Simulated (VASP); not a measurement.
```
C
1.0
    7.14656     0.00000     0.00000
    0.00000     7.14656     0.00000
    0.00000     0.00000     7.14656
C
63
Cartesian
  3.57057   7.14573   7.14522
  4.47441   0.88324   0.88320
  5.35763   1.78507   7.14153
  6.25899   2.66787   0.88361
  5.35700   7.14133   1.78534
  6.25870   0.88368   2.66768
  0.00042   7.14198   7.14182
  0.89540   0.88897   0.88843
  1.78851   1.78209   7.14612
  2.68086   2.68226   0.89124
  3.57279   3.56977   7.14230
  4.45981   4.46166   0.89106
  5.36025   5.35373   7.14648
  6.25354   6.24663   0.88906
  1.78797   0.00021   1.78157
  2.68078   0.89130   2.68223
  3.56530   1.80523   1.80517
  4.53035   2.61135   2.61200
  5.33679   3.57710   1.80554
  6.25102   4.46168   2.68296
  3.57279   7.14243   3.56953
  4.46049   0.89126   4.46190
  5.33735   1.80554   3.57737
  6.25168   2.68254   4.46220
  5.36058   7.14655   5.35402
  6.25418   0.88885   6.24680
  7.14353   3.57162   7.14549
  0.88502   4.46173   0.87712
  1.78783   5.35445   7.13680
  2.68042   6.25776   0.87672
  0.00066   1.78532   1.78512
  0.89850   2.68111   2.68098
  1.78849   3.57908   1.78496
  2.60592   4.53675   2.58103
  3.56331   5.35459   1.78457
  4.46086   6.24423   2.68113
  7.14342   7.14602   3.57107
  0.88571   0.87785   4.46130
  1.78925   1.78600   3.57852
  2.60776   2.58252   4.53585
  4.56094   4.53612   4.53693
  5.35685   5.35384   3.57884
  6.26509   6.25763   4.46136
  1.78842   7.13720   5.35379
  2.68097   0.87765   6.25686
  3.56433   1.78581   5.35378
  4.46173   2.68100   6.24448
  5.35784   3.57896   5.35457
  6.26516   4.46133   6.25743
  7.14226   5.35401   1.78253
  0.89049   6.25197   2.66803
  0.00069   3.56983   3.56993
  0.90231   4.45564   4.45545
  1.79951   5.34364   3.56632
  2.68723   6.24096   4.45557
  7.14313   1.78257   5.35407
  0.89133   2.66852   6.25147
  1.80003   3.56700   5.34323
  2.68685   4.45594   6.24105
  3.57648   5.34369   5.34383
  4.47415   6.25174   6.25174
  0.00579   5.35433   5.35396
  0.89827   6.24428   6.24377
```

The numbers are results of HSE06 screened hybrid, VASP's PBE PAW potentials (set 64) (plane waves; VASP 6.6.1), not measurements. Settings: PREC = Normal, LREAL = Auto, ISYM = 0, EDIFF = 1E-5, 400 eV cut-off, 1×1×1 Γ-centred mesh, Gaussian smearing of 0.050 eV, potentials C. Starting moments (MAGMOM): 63*0.0317. The cell's moment is fixed (NUPDOWN = 2).

The supercell is sampled at Γ alone, which is coarse: total energies, pressure and levels can be off, energies of defects by several tenths of an eV.

**Question.** What does the run give for the cell moment, energy per atom (σ→0), largest force?

**Answer.** 
```
Quantity                        Result
---------------------  ---------------
cell moment                    2.00 μB
energy per atom (σ→0)  -10395 meV/atom
largest force          0.00802 Ry/bohr
```

**Question.** Give the moment on each site (PAW-sphere projection).

**Answer.** 
| site | moment (μB) |
|---|---|
| C1 | 0.01 |
| C2 | -0.01 |
| C3 | 0.00 |
| C4 | -0.01 |
| C5 | 0.00 |
| C6 | -0.01 |
| C7 | 0.00 |
| C8 | 0.00 |
| C9 | 0.00 |
| C10 | 0.01 |
| C11 | 0.00 |
| C12 | 0.01 |
| C13 | 0.00 |
| C14 | 0.00 |
| C15 | 0.00 |
| C16 | 0.01 |
| C17 | 0.01 |
| C18 | -0.13 |
| C19 | 0.01 |
| C20 | 0.01 |
| C21 | 0.00 |
| C22 | 0.01 |
| C23 | 0.01 |
| C24 | 0.01 |
| C25 | 0.00 |
| C26 | 0.00 |
| C27 | 0.01 |
| C28 | 0.03 |
| C29 | 0.00 |
| C30 | 0.03 |
| C31 | 0.00 |
| C32 | 0.01 |
| C33 | -0.01 |
| C34 | 0.39 |
| C35 | -0.01 |
| C36 | 0.01 |
| C37 | 0.01 |
| C38 | 0.03 |
| C39 | -0.01 |
| C40 | 0.39 |
| C41 | 0.39 |
| C42 | -0.01 |
| C43 | 0.03 |
| C44 | 0.00 |
| C45 | 0.03 |
| C46 | -0.01 |
| C47 | 0.01 |
| C48 | -0.01 |
| C49 | 0.03 |
| C50 | 0.00 |
| C51 | 0.03 |
| C52 | 0.00 |
| C53 | 0.01 |
| C54 | -0.02 |
| C55 | 0.01 |
| C56 | 0.00 |
| C57 | 0.03 |
| C58 | -0.02 |
| C59 | 0.01 |
| C60 | -0.02 |
| C61 | 0.03 |
| C62 | 0.00 |
| C63 | 0.00 |

The absolute energy has meaning only against runs of the same code, potentials and settings.

The cell is a supercell with a defect, built from C (diamond): vac_C. The cell's shape comes from a PBE relaxation.
